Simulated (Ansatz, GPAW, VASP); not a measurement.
**One structure in several programs: MnSi (P2_13, 8 atoms in the cell)**

Self-consistent single point, at a second geometry (lattice scaled by 0.98). First geometry:

```xyz
8
Lattice="4.4843 0.0000 0.0000 0.0000 4.4843 0.0000 0.0000 0.0000 4.4843" Properties=species:S:1:pos:R:3 pbc="T T T"
Mn     1.6302     0.6119     3.8723
Mn     0.6119     3.8723     1.6302
Mn     3.8723     1.6302     0.6119
Mn     2.8540     2.8540     2.8540
Si     2.9337     3.7927     0.6916
Si     3.7927     0.6916     2.9337
Si     0.6916     2.9337     3.7927
Si     1.5506     1.5506     1.5506
```
Moments meant for the start (each program seeds them in its own way; μB, in the order of the atoms Mn Mn Mn Mn Si Si Si Si): 4.0 4.0 4.0 4.0 0.0 0.0 0.0 0.0.

Shared settings, as Ansatz (an electronic-structure program) writes them: kpoints.mp_grid.grid = 5 5 5; scf.occupations.method = fermi_dirac; scf.occupations.width = 0.05 eV. Potentials and cutoffs stand in the table.

```tsv
code	model	ΔF from the first geometry (meV/atom)	pressure (GPa)	largest force (eV/Å)	size of the net moment (μB/atom)	cutoff
GPAW	PBE, GPAW PAW datasets PBE (gpaw-data 1.0.1)	60.5	23.34	0.424	0.42	800 eV
VASP	PBE, VASP's PBE PAW potentials (set 64)	52.5	20.00	0.369	0.43	300 eV
Ansatz	PBE, PAW files	51.7	20.69	0.356	0.43	420 eV
```

For VASP (by 1.0 GPa) the energy change implies a higher mean pressure, against the two pressures, than for the other programs: a sign of finite-basis (Pulay) stress.

Size of the force on each atom (eV/Å): Sizes of forces hide their directions.

```json
[
 {"code": "GPAW", "Mn1": "0.424", "Mn2": "0.424", "Mn3": "0.424", "Mn4": "0.424", "Si5": "0.026", "Si6": "0.026", "Si7": "0.026", "Si8": "0.026"},
 {"code": "VASP", "Mn1": "0.369", "Mn2": "0.369", "Mn3": "0.369", "Mn4": "0.369", "Si5": "0.001", "Si6": "0.001", "Si7": "0.001", "Si8": "0.001"},
 {"code": "Ansatz", "Mn1": "0.356", "Mn2": "0.356", "Mn3": "0.356", "Mn4": "0.356", "Si5": "0.003", "Si6": "0.003", "Si7": "0.003", "Si8": "0.003"}
]
```

On Ansatz's run: the moments shrank to a small part of their start, a low-spin state that need not be the lowest.

The spread over the programs that give each value: ΔF from the first geometry within 8.8 meV/atom; pressure within 3.34 GPa; largest force within 0.068 eV/Å; size of the net moment within 0.01 μB/atom.

Ansatz's pressure is given at a fixed set of plane waves, as the other plane-wave codes print theirs; with its correction for the finite basis it is 20.95 GPa (the shift of 0.26 GPa shows how far the cutoff is from converged). In the pressure, GPAW (by 2.65) lies more than 1 GPa from the median of the plane-wave programs.

VASP's run is marked for a possible Pulay error in its stress at this cutoff; no cutoff test was made.

The starting cell comes from a database of computed structures (which also holds hypothetical and non-ambient phases and stackings), without a prior relaxation at this level. For this run, on top of that: lattice scaled by 0.98.

Left out of this page: Quantum ESPRESSO, FLEUR and SIESTA (not drawn, or without a comparable value).

Keys are those of Ansatz 0.2.
